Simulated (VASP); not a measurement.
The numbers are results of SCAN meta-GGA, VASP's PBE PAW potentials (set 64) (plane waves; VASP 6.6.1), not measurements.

VASP input:

### INCAR
```
! general
SYSTEM  = Li2O
PREC    = Accurate
ENCUT   = 520
LREAL   = .False.
LASPH   = .True.

! electronic loop
EDIFF   = 1E-6
NELM    = 100
ALGO    = Normal
LMIXTAU = .True.

! smearing
ISMEAR  = 0
SIGMA   = 0.05

! functional
METAGGA = SCAN

! ions
IBRION  = 2
NSW     = 60
ISIF    = 3
EDIFFG  = -0.01

! output
LWAVE   = .False.
LCHARG  = .False.
```

### POSCAR
```
Li2O
1
   -0.0000000000     2.2828509307     2.2828509307
    2.2828509307    -0.0000000000     2.2828509307
    2.2828509307     2.2828509307     0.0000000000
Li O
2 1
Direct
  0.2500000000   0.2500000000   0.2500000000
  0.7500000000   0.7500000000   0.7500000000
  1.0000000000   0.0000000000   1.0000000000
```

**KPOINTS**
```
Automatic mesh
0
Gamma
9 9 9
0 0 0
```

POTCAR, in this order: Li_sv O (PBE.64 set). Program: vasp_std.

### Question
Estimate the energy per atom (σ→0).

### Answer

* **energy per atom (σ→0)**: -5.720 eV/atom

File OSZICAR:
```
...
DAV:  23    -0.171606159028E+02   -0.53778E-05   -0.68755E-07   658   0.881E-03    0.108E-02
DAV:  24    -0.171606280682E+02   -0.12165E-04   -0.94063E-07   762   0.861E-03    0.791E-03
DAV:  25    -0.171606453284E+02   -0.17260E-04   -0.12105E-06   990   0.920E-03    0.380E-03
DAV:  26    -0.171606544239E+02   -0.90954E-05   -0.19855E-07   376   0.453E-03    0.228E-03
DAV:  27    -0.171606579950E+02   -0.35711E-05   -0.28547E-07   512   0.471E-03    0.740E-04
DAV:  28    -0.171606609521E+02   -0.29571E-05   -0.15355E-07   386   0.395E-03    0.361E-04
DAV:  29    -0.171606609034E+02    0.48739E-07   -0.59244E-08   374   0.232E-03
   1 F= -.17160661E+02 E0= -.17160661E+02  d E =-.171607E+02
```

The compound is Li2O in the antifluorite structure. It was relaxed first. The start is the result of an earlier pass.
